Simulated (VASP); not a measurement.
Cu3Au (L1_2): the lattice constant a from VASP (plane waves, PAW) at several levels of theory. Static lattice. The measured value holds thermal and zero-point effects that the static calculation lacks.

```
level                  lattice constant a (Å)  error against measurement
---------------------  ----------------------  -------------------------
LDA                                     3.679                     -1.9 %
PBE                                     3.787                     +1.0 %
PBEsol                                  3.719                     -0.8 %
revPBE                                  3.817                     +1.8 %
PW91                                    3.791                     +1.1 %
PBE-D3 (zero damping)                   3.724                     -0.7 %
optB86b-vdW                             3.754                     +0.1 %
vdW-DF2                                 3.921                     +4.5 %
vdW-DF-cx                               3.732                     -0.5 %
```

Measured: 3.750 Å (as given by Niraj K. Nepal et al., Physical Review B (2019), arXiv:1905.09348).

The cell of the LDA run:

```cif
data_AuCu3
_chemical_formula_sum 'Cu3 Au1'
_space_group_name_H-M_alt 'P 1'
_space_group_IT_number 1
_cell_length_a 3.67934
_cell_length_b 3.67934
_cell_length_c 3.67934
_cell_angle_alpha 90.000
_cell_angle_beta 90.000
_cell_angle_gamma 90.000
loop_
_space_group_symop_operation_xyz
  'x, y, z'
loop_
_atom_site_label
_atom_site_type_symbol
_atom_site_fract_x
_atom_site_fract_y
_atom_site_fract_z
_atom_site_occupancy
Cu1 Cu 0.00000 0.50000 0.50000 1
Cu2 Cu 0.50000 0.00000 0.50000 1
Cu3 Cu 0.50000 0.50000 0.00000 1
Au1 Au 0.00000 0.00000 0.00000 1
```

Only levels that ran to the end are used. Left out are those held back, those with too coarse a band path, GW runs whose mesh misses a band edge, hybrids' fits of cells that aren't cubic and levels without matching references; a question may draw on a part of the rest.

The compound is Cu3Au in the L1_2 structure.
